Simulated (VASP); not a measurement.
Data:

```
AuZn
1.0
    3.12896     0.00000     0.00000
    0.00000     4.42502     0.00000
    0.00000     0.00000    25.96239
Zn Au
5 5
Direct
  0.50000   0.00000   0.32827
  0.50000   0.50000   0.41429
  0.50000   0.00000   0.50000
  0.50000   0.50000   0.58571
  0.50000   0.00000   0.67173
  0.00000   0.50000   0.33064
  0.00000   0.00000   0.41648
  0.00000   0.50000   0.50000
  0.00000   0.00000   0.58352
  0.00000   0.50000   0.66936
```

Calculation: PBEsol GGA, VASP's PBE PAW potentials (set 64) (plane waves; VASP 6.6.1). Settings: PREC = Normal, 400 eV cut-off, 9×6×1 Γ-centred mesh, first-order Methfessel-Paxton smearing of 0.10 eV, potentials Zn Au.

Unless said otherwise, spin-orbit coupling is left out, though it shifts the bands of the heavy elements here.

**Question.** What does the run give for the energy per atom (σ→0), band gap (on the k-mesh) with the smallest direct gap where there is one?

**Answer.** 
```json
{
 "band gap (on the k-mesh)": "none (metal, semimetal or under 0.01 eV)",
 "energy per atom (σ→0)": "-2.813 eV/atom"
}
```

The absolute energy has meaning only against runs of the same code, potentials and settings.

The cell is a thin slab with vacuum, built from AuZn (CsCl type): (110) face.
